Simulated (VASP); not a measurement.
Data:

```
CELL_PARAMETERS angstrom
      2.94002     0.00000     0.00000
      0.00000     2.94002     0.00000
      0.00000     0.00000     2.94002
ATOMIC_POSITIONS crystal
  Zn 0.50000 0.50000 0.50000
  Cu 0.00000 0.00000 0.00000
```

Calculation: r2SCAN+rVV10, VASP's PBE PAW potentials (set 64) (plane waves; VASP). Run with 520 eV cut-off, 12×12×12 Γ-centred mesh, first-order Methfessel-Paxton smearing of 0.10 eV, potentials Zn Cu.

Q: Give the stress tensor in GPa (positive for a compressed cell).

A: 
```
-3.41   0.00   0.00
 0.00  -3.41   0.00
 0.00   0.00  -3.41
```
The pressure is its mean diagonal, -3.41 GPa.

The compound is CuZn in the CsCl type structure. This cell is one point of a volume scan, at 1.03 of the reference volume. The electron count is odd and the run is not spin-polarised, which forces a metal.
